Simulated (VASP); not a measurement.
# VN (rock salt): computed properties

Calculation: PBEsol GGA, VASP's PBE PAW potentials (set 64) (plane waves; VASP 6.6.1).

- space group = Fm-3m (225)
- cell = a = b = c = 4.076 Å, α = β = γ = 90.00°
- volume per atom = 8.46 Å³/atom
- band gap (over mesh and band path) = none (metal, semimetal or under 0.01 eV)
- band gap with spin-orbit coupling = none (metallic)
- density = 6.37 g/cm³

```xyz
2
Lattice="0.0000 2.0379 2.0379 2.0379 0.0000 2.0379 2.0379 2.0379 0.0000" Properties=species:S:1:pos:R:3 pbc="T T T"
V      0.0000     0.0000     0.0000
N      2.0379     2.0379     2.0379
```

Measured: a 4.136 Å (computed value off by -1.5 %), as given by Friedrich, Winkler, Juarez-Arellano, Bayarjargal, Materials 4, 1648 (2011). The calculation is for a static lattice, while the measured a holds thermal and zero-point effects, which are part of the difference.

The compound is VN in the rock salt structure, which distorts at low temperature. It was relaxed first. Symmetry was kept, so distortions that lower it aren't found. The run is not spin-polarised, so no magnetic state was tried.
